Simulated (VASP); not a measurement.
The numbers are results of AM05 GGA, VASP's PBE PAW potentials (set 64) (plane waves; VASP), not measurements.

A VASP calculation is set up with these files.

File KPOINTS:
```
Automatic mesh
0
Gamma
16 16 16
0 0 0
```

### POSCAR
```
Fe
1
   -1.4350000000     1.4350000000     1.4350000000
    1.4350000000    -1.4350000000     1.4350000000
    1.4350000000     1.4350000000    -1.4350000000
Fe
1
Direct
  0.0000000000   0.0000000000   0.0000000000
```

### INCAR
```
! general
SYSTEM   =  Fe
PREC     =  Accurate
ENCUT    =  520
LREAL    =  .False.   ! projection in real space or not
LASPH    =  .True.   ! aspherical one-centre terms

! electronic loop
EDIFF    =  1E-6
NELM     =  100
ALGO     =  Normal   ! blocked Davidson
LMAXMIX  =  4

! smearing
ISMEAR   =  1
SIGMA    =  0.1   ! width (eV)

! functional
GGA      =  AM   ! AM05

! spin
ISPIN    =  2
MAGMOM   =  2.5

! ions
IBRION   =  2   ! conjugate gradients
NSW      =  60   ! most ionic steps
ISIF     =  3
EDIFFG   =  -0.01

! output
LWAVE    =  .False.
LCHARG   =  .False.
LORBIT   =  10
```

POTCAR, in this order: Fe (PBE.64 set). Program: vasp_std.

Energy and stress use the plane-wave basis of the starting cell.

Question: What does the run give for the energy per atom (σ→0), cell moment, volume per atom, band gap (on the k-mesh)?

Answer: 
The energy per atom (σ→0) comes out as -836.4 kJ/mol of atoms and the cell moment is 2.13 μB. The band gap (on the k-mesh) is none (metal, semimetal or under 0.01 eV). The volume per atom comes out as 10.80 Å³/atom.

**OSZICAR**
```
...
       N       E                     dE             d eps       ncg     rms          rms(c)
DAV:   1    -0.866851511048E+01   -0.25778E-03   -0.57116E-03  5431   0.136E+00    0.157E-01
DAV:   2    -0.866828183923E+01    0.23327E-03   -0.24511E-03  5472   0.752E-01    0.129E-01
DAV:   3    -0.866826581259E+01    0.16027E-04   -0.11316E-04  5548   0.172E-01    0.507E-02
DAV:   4    -0.866826316909E+01    0.26435E-05   -0.14051E-06  3773   0.199E-02    0.100E-02
DAV:   5    -0.866826075028E+01    0.24188E-05   -0.28914E-06  4943   0.179E-02    0.161E-03
DAV:   6    -0.866826073186E+01    0.18424E-07   -0.33244E-08  2614   0.226E-03
   6 F= -.86682607E+01 E0= -.86681779E+01  d E =-.334166E-05  mag=     2.1318
```

The compound is Fe in the bcc structure. This run relaxes it. Symmetry was kept, so distortions that lower it aren't found.
